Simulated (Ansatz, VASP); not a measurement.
**MoS2: VASP beside Ansatz**

Wanted: the spread between two codes on one cell, functional and k mesh. The cell is taken from a series of runs on this material, whose earlier steps may have relaxed, scaled, displaced or heated it; both programs get it as it stands.

Calculated with Ansatz 0.2.0; plane waves, with VASP 6.6.1 beside it; relaxation of cell and atoms at r2SCAN with rVV10.

## Step 1: Starting point

The structure is hexagonal, space group P-6m2 (No. 187). Conventional cell: a = 3.184 Å, b = 3.184 Å, c = 17.335 Å, α = 90.00°, β = 90.00°, γ = 120.00°. Mo has 6 S at 2.41 Å nearest. S has 3 Mo at 2.41 Å nearest. Farther neighbours and most contacts between anions are not listed.

## Step 2: VASP: relaxation of cell and atoms, r2SCAN with rVV10

The relaxed volume is the usual yardstick between codes: in a stiff, nearly cubic crystal its relative difference is about their pressure difference at one cell divided by the bulk modulus.

Lines of VASP's logs that name or quote its potential files are left out, and so is its time.

File INCAR:

```
SYSTEM = MoS2
PREC = Accurate
ENCUT = 550
EDIFF = 1E-07
NELM = 120
ISMEAR = -1
SIGMA = 0.02
LREAL = .FALSE.
ALGO = Normal
METAGGA = R2SCAN
LUSE_VDW = .TRUE.
IVDW_NL = 2
BPARAM = 11.95
CPARAM = 0.0093
LASPH = .TRUE.
NBANDS = 19
LORBIT = 11
LWAVE = .FALSE.
LCHARG = .FALSE.
ISIF = 3
IBRION = 2
NSW = 80
EDIFFG = -0.005
GGA_COMPAT = .FALSE.
NELMIN = 4
EFERMI = MIDGAP
LMIXTAU = .TRUE.
KPAR = 2
```

File POSCAR:

```
MoS2
1.0
    3.1841260000      0.0000000000      0.0000000000
   -1.5920630000      2.7575340000      0.0000000000
    0.0000000000      0.0000000000     17.3346000000
Mo S
1 2
Direct
    0.0000000000      0.0000000000      0.0000000000
    0.3333333333      0.6666666667      0.0894929794
    0.3333333333      0.6666666667      0.9105070206
```

File KPOINTS:

```
Automatic mesh
0
Gamma
9 9 2
0 0 0
```

Potentials, in the order of the species: Mo_sv and S (PBE family, release 64).

Run with:

```
$ mpirun -np 2 vasp_std
```

Numbers of over 12 decimals in the logs are rounded to 6 here.

Output:

```text
[banner, memory and clock lines left out]
running    2 mpi-ranks, on    1 nodes
 distrk:  each k-point on    1 cores,    2 groups
 distr:  one band on    1 cores,    1 groups

 POSCAR found type information on POSCAR MoS
 POSCAR found :  2 types and       3 ions
|                                                                             |
|               ----> ADVICE to this user running VASP <----                  |
|                                                                             |
|     You have switched on vdW-DFT.                                           |
|     This routine was written and supplied by Jiri Klimes. We recommend      |
|     that you carefully read and cite the following publications:            |
|       J. Klimes, D.R. Bowler, A. Michelides                                 |
|          J. Phys.: Cond Matt. 22 022201 (2010)                              |
|       J. Klimes, D.R. Bowler, A. Michelides                                 |
|          Phys. Rev. B. 83, 195131 (2011)                                    |
|     and references therein.                                                 |
|                                                                             |

|                                                                             |
|               ----> ADVICE to this user running VASP <----                  |
|                                                                             |
|     You enforced a specific xc type in the INCAR file but a different       |
|     [... a line on the potential file left out ...]
|     I HOPE YOU KNOW WHAT YOU ARE DOING!                                     |
|                                                                             |

 LDA part: xc-table for (None), standard interpolation
 POSCAR, INCAR and KPOINTS ok, starting setup
 FFT: planning ... GRIDC
 FFT: planning ... GRID_SOFT
 FFT: planning ... GRID
 WAVECAR not read
 entering main loop
       N       E                     dE             d eps       ncg     rms          rms(c)
Total rVV10 correction in eV:      0.6439976    26.9334341
Total rVV10 correction in eV:      0.6439976    26.9334341
DAV:   1     0.147009671610E+03    0.14701E+03   -0.12706E+04  1136   0.119E+03
DAV:   2    -0.421995627224E+02   -0.18921E+03   -0.18520E+03  1219   0.278E+02
DAV:   3    -0.538684566130E+02   -0.11669E+02   -0.11580E+02  1176   0.613E+01
DAV:   4    -0.540530874319E+02   -0.18463E+00   -0.18417E+00  1153   0.819E+00
DAV:   5    -0.540573113844E+02   -0.42240E-02   -0.42235E-02  1225   0.119E+00    0.270E+01
Total rVV10 correction in eV:      0.6418017    26.9334450
Total rVV10 correction in eV:      0.6418017    26.9334450
DAV:   6    -0.492632498001E+02    0.47941E+01   -0.11494E+01  1000   0.261E+01    0.911E+00
Total rVV10 correction in eV:      0.6374241    26.9345066
Total rVV10 correction in eV:      0.6374241    26.9345066
DAV:   7    -0.473364262474E+02    0.19268E+01   -0.37835E+00  1032   0.115E+01    0.476E+00
Total rVV10 correction in eV:      0.6394925    26.9337305
Total rVV10 correction in eV:      0.6394925    26.9337305
DAV:   8    -0.468889134395E+02    0.44751E+00   -0.12752E+00  1010   0.721E+00    0.261E+00
Total rVV10 correction in eV:      0.6405046    26.9338413
Total rVV10 correction in eV:      0.6405046    26.9338413
DAV:   9    -0.462566396785E+02    0.63227E+00   -0.91170E-02  1029   0.281E+00    0.884E-01
Total rVV10 correction in eV:      0.6413259    26.9337643
Total rVV10 correction in eV:      0.6413259    26.9337643
DAV:  10    -0.454244011475E+02    0.83224E+00   -0.12117E-01  1032   0.347E+00    0.287E-01
Total rVV10 correction in eV:      0.6415544    26.9337298
Total rVV10 correction in eV:      0.6415544    26.9337298
DAV:  11    -0.453415689260E+02    0.82832E-01   -0.32319E-03   984   0.473E-01    0.262E-01
Total rVV10 correction in eV:      0.6417668    26.9336946
Total rVV10 correction in eV:      0.6417668    26.9336946
DAV:  12    -0.452948502822E+02    0.46719E-01   -0.41076E-04  1092   0.173E-01    0.260E-01
Total rVV10 correction in eV:      0.6438520    26.9334434
Total rVV10 correction in eV:      0.6438520    26.9334434
DAV:  13    -0.444047196180E+02    0.89013E+00   -0.10664E-01   960   0.246E+00    0.423E-01
Total rVV10 correction in eV:      0.6438196    26.9334432
Total rVV10 correction in eV:      0.6438196    26.9334432
DAV:  14    -0.444091219271E+02   -0.44023E-02   -0.16929E-03  1221   0.274E-01    0.429E-01
Total rVV10 correction in eV:      0.6437909    26.9334439
Total rVV10 correction in eV:      0.6437909    26.9334439
DAV:  15    -0.444199976253E+02   -0.10876E-01   -0.20760E-04  1018   0.145E-01    0.425E-01
[...]
Total rVV10 correction in eV:      0.6463367    26.9334326
Total rVV10 correction in eV:      0.6463367    26.9334326
DAV:   1    -0.443538925371E+02   -0.14343E-02   -0.56740E-02   990   0.197E+00    0.337E-01
Total rVV10 correction in eV:      0.6461700    26.9335773
Total rVV10 correction in eV:      0.6461700    26.9335773
DAV:   2    -0.443523616117E+02    0.15309E-02   -0.11831E-02  1109   0.668E-01    0.172E-01
Total rVV10 correction in eV:      0.6462760    26.9335417
Total rVV10 correction in eV:      0.6462760    26.9335417
DAV:   3    -0.443522895335E+02    0.72078E-04   -0.21337E-03  1049   0.281E-01    0.788E-02
[...]
Total rVV10 correction in eV:      0.6465766    26.9334324
Total rVV10 correction in eV:      0.6465766    26.9334324
DAV:  17    -0.443523657533E+02    0.19746E-07   -0.87572E-08   750   0.286E-03
Total rVV10 correction in eV:      0.6465766    26.9334325
Total rVV10 correction in eV:      0.6465766    26.9334325
Total rVV10 correction in eV:      0.6465766    26.9334325
Total rVV10 correction in eV:      0.6465766    26.9334325
   4 F= -.44352366E+02 E0= -.44352366E+02  d E =0.923899E-04
 trial-energy change:    0.000092  1 .order    0.000086   -0.000540    0.000712
 step:   0.3934(harm=  0.4005)  dis= 0.00110  next Energy=   -44.352572 (dE=-0.114E-03)
 bond charge predicted
       N       E                     dE             d eps       ncg     rms          rms(c)
Total rVV10 correction in eV:      0.6469139    26.9334325
Total rVV10 correction in eV:      0.6469139    26.9334325
DAV:   1    -0.443530687796E+02   -0.70301E-03   -0.18789E-02   987   0.113E+00    0.194E-01
Total rVV10 correction in eV:      0.6469919    26.9334381
Total rVV10 correction in eV:      0.6469919    26.9334381
DAV:   2    -0.443523069027E+02    0.76188E-03   -0.40498E-03  1059   0.407E-01    0.978E-02
Total rVV10 correction in eV:      0.6469297    26.9334487
Total rVV10 correction in eV:      0.6469297    26.9334487
DAV:   3    -0.443525121956E+02   -0.20529E-03   -0.87204E-04   966   0.196E-01    0.440E-02
Total rVV10 correction in eV:      0.6468861    26.9334752
Total rVV10 correction in eV:      0.6468861    26.9334752
DAV:   4    -0.443520540694E+02    0.45813E-03   -0.45655E-04   934   0.166E-01    0.188E-02
Total rVV10 correction in eV:      0.6468634    26.9334902
Total rVV10 correction in eV:      0.6468634    26.9334902
DAV:   5    -0.443523151485E+02   -0.26108E-03   -0.22069E-04   912   0.153E-01    0.101E-02
Total rVV10 correction in eV:      0.6468387    26.9334989
Total rVV10 correction in eV:      0.6468387    26.9334989
DAV:   6    -0.443522858886E+02    0.29260E-04   -0.18848E-04   912   0.141E-01    0.397E-03
Total rVV10 correction in eV:      0.6468158    26.9335004
Total rVV10 correction in eV:      0.6468158    26.9335004
DAV:   7    -0.443523640956E+02   -0.78207E-04   -0.43673E-05   936   0.673E-02    0.209E-03
Total rVV10 correction in eV:      0.6467889    26.9334915
Total rVV10 correction in eV:      0.6467889    26.9334915
DAV:   8    -0.443524592738E+02   -0.95178E-04   -0.15292E-04   912   0.120E-01    0.280E-03
Total rVV10 correction in eV:      0.6467727    26.9334866
Total rVV10 correction in eV:      0.6467727    26.9334866
DAV:   9    -0.443525637368E+02   -0.10446E-03   -0.85334E-05   967   0.694E-02    0.266E-03
Total rVV10 correction in eV:      0.6467669    26.9334845
Total rVV10 correction in eV:      0.6467669    26.9334845
DAV:  10    -0.443525676591E+02   -0.39223E-05   -0.33461E-06  1203   0.159E-02    0.144E-03
Total rVV10 correction in eV:      0.6467675    26.9334747
Total rVV10 correction in eV:      0.6467675    26.9334747
DAV:  11    -0.443525634352E+02    0.42238E-05   -0.35959E-06   918   0.178E-02    0.760E-04
Total rVV10 correction in eV:      0.6467660    26.9334672
Total rVV10 correction in eV:      0.6467660    26.9334672
DAV:  12    -0.443525714089E+02   -0.79737E-05   -0.30786E-06   951   0.156E-02    0.433E-04
Total rVV10 correction in eV:      0.6467668    26.9334639
Total rVV10 correction in eV:      0.6467668    26.9334639
DAV:  13    -0.443525719039E+02   -0.49505E-06   -0.23353E-07   795   0.504E-03    0.225E-04
Total rVV10 correction in eV:      0.6467722    26.9334484
Total rVV10 correction in eV:      0.6467722    26.9334484
DAV:  14    -0.443525722170E+02   -0.31308E-06   -0.35236E-07   810   0.587E-03    0.266E-04
Total rVV10 correction in eV:      0.6467734    26.9334439
Total rVV10 correction in eV:      0.6467734    26.9334439
DAV:  15    -0.443525730887E+02   -0.87167E-06   -0.29807E-07   739   0.541E-03    0.156E-04
Total rVV10 correction in eV:      0.6467743    26.9334358
Total rVV10 correction in eV:      0.6467743    26.9334358
DAV:  16    -0.443525731996E+02   -0.11093E-06   -0.21115E-07   720   0.496E-03    0.133E-04
Total rVV10 correction in eV:      0.6467749    26.9334347
Total rVV10 correction in eV:      0.6467749    26.9334347
DAV:  17    -0.443525736508E+02   -0.45112E-06   -0.18534E-07   720   0.454E-03    0.739E-05
Total rVV10 correction in eV:      0.6467749    26.9334334
Total rVV10 correction in eV:      0.6467749    26.9334334
DAV:  18    -0.443525737104E+02   -0.59675E-07   -0.30588E-08   740   0.191E-03
Total rVV10 correction in eV:      0.6467750    26.9334325
Total rVV10 correction in eV:      0.6467750    26.9334325
Total rVV10 correction in eV:      0.6467749    26.9334327
Total rVV10 correction in eV:      0.6467749    26.9334327
   5 F= -.44352574E+02 E0= -.44352574E+02  d E =-.115567E-03
 curvature:  -0.25 expect dE=-0.107E-05 dE for cont linesearch -0.246E-07
 ZBRENT: interpolating
 opt :   0.4013  next Energy=   -44.352574 (dE=-0.116E-03)
 bond charge predicted
       N       E                     dE             d eps       ncg     rms          rms(c)
Total rVV10 correction in eV:      0.6467700    26.9334327
Total rVV10 correction in eV:      0.6467700    26.9334327
DAV:   1    -0.443525739013E+02   -0.25050E-06   -0.41001E-06   912   0.170E-02    0.285E-03
Total rVV10 correction in eV:      0.6467687    26.9334334
Total rVV10 correction in eV:      0.6467687    26.9334334
DAV:   2    -0.443525736959E+02    0.20537E-06   -0.93203E-07   760   0.704E-03    0.147E-03
Total rVV10 correction in eV:      0.6467696    26.9334332
Total rVV10 correction in eV:      0.6467696    26.9334332
DAV:   3    -0.443525737351E+02   -0.39202E-07   -0.24809E-07   720   0.436E-03    0.636E-04
Total rVV10 correction in eV:      0.6467703    26.9334332
Total rVV10 correction in eV:      0.6467703    26.9334332
DAV:   4    -0.443525736658E+02    0.69259E-07   -0.10109E-07   720   0.285E-03
Total rVV10 correction in eV:      0.6467726    26.9334325
Total rVV10 correction in eV:      0.6467726    26.9334325
Total rVV10 correction in eV:      0.6467706    26.9334332
Total rVV10 correction in eV:      0.6467706    26.9334332
   6 F= -.44352574E+02 E0= -.44352574E+02  d E =-.115523E-03
 curvature:  -0.25 expect dE=-0.939E-06 dE for cont linesearch -0.135E-09
 trial: gam= 0.00070 g(F)=  0.204E-05 g(S)=  0.177E-05 ort =-0.626E-06 (trialstep = 0.823E+00)
 search vector abs. value=  0.381E-05
 reached required accuracy - stopping structural energy minimisation
```

OUTCAR, selected parts (step 2):

```text
ion  position               nearest neighbor table
   1  0.000  0.000  0.000-   2 2.41   3 2.41   2 2.41   3 2.41   2 2.41   3 2.41
   2  0.333  0.667  0.089-   1 2.41   1 2.41   1 2.41
   3  0.333  0.667  0.911-   1 2.41   1 2.41   1 2.41

  LATTYP: Found a hexagonal cell.
 ALAT       =     3.1841260000
 C/A-ratio  =     5.4440684822

 Subroutine GETGRP returns: Found 12 space group operations
 (whereof 12 operations were pure point group operations)

The static configuration has the point symmetry D_3h.

 Found     24 irreducible k-points:

   k-points           NKPTS =     24   k-points in BZ     NKDIM =     24   number of bands    NBANDS=     19

   dimension x,y,z NGX =    24 NGY =   24 NGZ =  140
   dimension x,y,z NGXF=    48 NGYF=   48 NGZF=  280

   ENCUT  =  550.0 eV  40.42 Ry    6.36 a.u.   6.09  6.09 33.15*2*pi/ulx,y,z

   NELECT =      26.0000    total number of electrons

 k-points in reciprocal lattice and weights: Automatic mesh
   0.00000000  0.00000000  0.00000000       0.006
   0.11111111 -0.00000000  0.00000000       0.037
   0.22222222 -0.00000000  0.00000000       0.037
   0.33333333 -0.00000000  0.00000000       0.037
   0.44444444 -0.00000000  0.00000000       0.037
   0.11111111  0.11111111  0.00000000       0.037
   0.22222222  0.11111111  0.00000000       0.074
   0.33333333  0.11111111  0.00000000       0.074
   0.44444444  0.11111111  0.00000000       0.037
[...]
0.33333333  0.22222222  0.50000000       0.074
   0.33333333  0.33333333  0.50000000       0.012

 average (electrostatic) potential at core
       1 -88.3606       2 -95.7839       3 -95.7839

 E-fermi :  -0.7083

 k-point     1 :       0.0000    0.0000    0.0000
  band No.  band energies     occupation
    ...
      9      -4.3993      2.00000
     10      -3.5089      2.00000
     11      -3.2399      2.00000
     12      -3.2399      2.00000
     13      -1.5933      2.00000
     14       1.3589      0.00000
     15       1.3589      0.00000
     16       1.6118      0.00000
     17       1.6118      0.00000
     18       4.3277      0.00000
    ...

 k-point     2 :       0.1111   -0.0000    0.0000
  band No.  band energies     occupation
    ...
      9      -4.2590      2.00000
     10      -4.2030      2.00000
     11      -3.5286      2.00000
     12      -2.7981      2.00000
     13      -1.7040      2.00000
     14       1.1743      0.00000
     15       1.1984      0.00000
     16       1.4046      0.00000
     17       1.6775      0.00000
     18       4.6075      0.00000
    ...

 k-point     3 :       0.2222   -0.0000    0.0000
  band No.  band energies     occupation
    ...
      9      -5.1701      2.00000
     10      -4.1186      2.00000
     11      -3.6913      2.00000
     12      -2.9198      2.00000
     13      -2.1925      2.00000
     14       0.7540      0.00000
     15       1.0075      0.00000
     16       1.4211      0.00000
     17       2.2925      0.00000
     18       5.3017      0.00000
    ...

  Total        0.0022671      0.0022671     -0.0099946      0.0000000      0.0000000     -0.0000000
  in kB        0.0239785      0.0239785     -0.1057128      0.0000000      0.0000000     -0.0000000
  external PRESSURE =      -0.0192519 kB  Pullay stress =       0.0000000 kB

  energy-cutoff  :      550.00
  volume of cell :      151.48
      direct lattice vectors                 reciprocal lattice vectors
     3.174128318 -0.000000000 -0.000000000     0.315047125  0.181892543 -0.000000000
    -1.587064159  2.748875754  0.000000000     0.000000000  0.363785085 -0.000000000
     0.000000000  0.000000000 17.360828803     0.000000000 -0.000000000  0.057600937

 POSITION                                       TOTAL-FORCE (eV/Angst)
 -----------------------------------------------------------------------------------
      1.58706      2.74888      0.00000         0.000000      0.000000      0.000000
     -0.00000      1.83258      1.55559         0.000000      0.000000      0.004601
     -0.00000      1.83258     15.80524        -0.000000     -0.000000     -0.004601
 -----------------------------------------------------------------------------------
    total drift:                               -0.000001      0.000000     -0.000000

  FREE ENERGIE OF THE ION-ELECTRON SYSTEM (eV)
  ---------------------------------------------------
  free  energy   TOTEN  =       -44.3525736658 eV

  energy  without entropy=      -44.3525736658  energy(sigma->0) =      -44.35257367

 reached required accuracy - stopping structural energy minimisation

 total charge
# of ion       s       p       d       tot
------------------------------------------
    1        2.285   6.223   3.909  12.416
    2        1.354   2.367   0.000   3.720
    3        1.354   2.367   0.000   3.720
--------------------------------------------------
tot          4.992  10.956   3.909  19.857

[... 3 further parts left out ...]
```

CONTCAR:

```
MoS2
   1.00000000000000
     3.1741283181674067   -0.0000000000000000   -0.0000000000000000
    -1.5870641590837034    2.7488757535997146    0.0000000000000000
     0.0000000000000000    0.0000000000000000   17.3608288033914100
  Mo              S
     1     2
Direct
     1.0000000000000000    1.0000000000000000    0.0000000000000000
     0.3333333332999970    0.6666666667000030    0.0896035295624633
     0.3333333332999970    0.6666666667000030    0.9103964704375367
```

The run keeps the 12 symmetry operations of its start, so it cannot find a distortion of lower symmetry.

[end of part 1 of 2]

[Lines on the potential files, build, host, timing and source positions are cut from VASP's logs without a mark.]

[Logs are printed without paths, hosts, clocks, repeated set-up lines and the standing remarks that a program may print on its own settings, such as how far it seeks lower states.]

[Hosts, paths, dates, database ids (printed as entryN), source tags and the programs' standing remarks are cut or masked in the printed files.]
